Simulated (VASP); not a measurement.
Au:

```
Au
1.0
     0.00000    2.04085    2.04085
     2.04085    0.00000    2.04085
     2.04085    2.04085    0.00000
Au
1
Direct
  0.00000 0.00000 0.00000
```

Base run:

| Quantity | Value |
| --- | --- |
| Program | VASP 6.6.1 |
| Functional | PBE |
| Potentials or basis | VASP PAW PBE potentials, release 64 (Au) |
| Cutoff | 520 eV |
| k mesh | 16 × 16 × 16 |
| Occupations | methfessel-paxton, width 0.1 eV |
| Spin | no spin polarisation |

Its results: pressure 8.9 GPa.

Task: The run is repeated on the same cell with these changes: functional from PBE to LDA; potentials or basis from VASP PAW PBE potentials, release 64 (Au) to VASP PAW LDA potentials, release 64 (Au). What comes out?

Result: Pressure -4.1 GPa.
